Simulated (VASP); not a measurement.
# Zr: stress against strain

Zr (hcp, P6_3/mmc, 23.355 Å³/atom and stress up to 0.27 GPa in the relaxed cell, c along z) under a strain ε along c (axis z), the other axes held. PBE in VASP (plane waves, PAW), 480 eV, 18×18×10 Γ-centred mesh, Methfessel-Paxton smearing 0.10 eV; ions are relaxed, or left where forces stay under 0.02 eV/Å, within the symmetry of each cell. Stress is positive for a compressed cell.

Here s stands for strain and y for stress zz.

| strain (%) | stress zz (GPa) |
|---|---|
| -1.50 | 2.53 |
| -1.00 | 1.69 |
| -0.50 | 0.87 |
| 0.00 | 0.07 |
| 0.50 | -0.71 |
| 1.00 | -1.48 |
| 1.50 | -2.23 |
| 3.00 | ? |

Using a straight line, estimate the missing y at s = 3.00 from the other rows, showing the fit.

Means: s 0, y 0.106. About the means, the sum of products is -11.100 and the sum of squares of s is 7.0000; the slope is their ratio. Least squares gives y = 0.106 - 1.5857·s. Residuals (row less fit): 0.045, -0.002, -0.029, -0.036, -0.023, 0.000, 0.043; standard error 0.036 (degrees of freedom: 5). The slope gives the elastic constant C33 = about 160 GPa. At the withheld row, y = 0.106 - 1.5857 × 3.0 = -4.651 GPa. The calculation gives -4.35 GPa, 0.301 GPa above the prediction (4.4 % of the range of y in the table). The row lies outside the fitted rows, so this is an extrapolation. From the scatter of the fitted rows alone, a prediction at this place has a standard error of 0.056 GPa, so the miss is 5.4 times that.

A polynomial of degree 2 through the 12 other runs of the series gives -4.32 there, so most of the miss is curvature that the fit leaves out. In a metal these values are sensitive to mesh and smearing; energies are taken to zero smearing, stresses follow the free energy. The runs aren't spin-polarised. Rows are the converged runs of the series near zero and its far end; series whose fitted rows scatter by over a few per cent of the range, as at a crossing or softening among them, aren't shown in this form, nor equations of state whose B0' disagrees with the runs' pressures. Most that stay on the fit to the last digits aren't either.
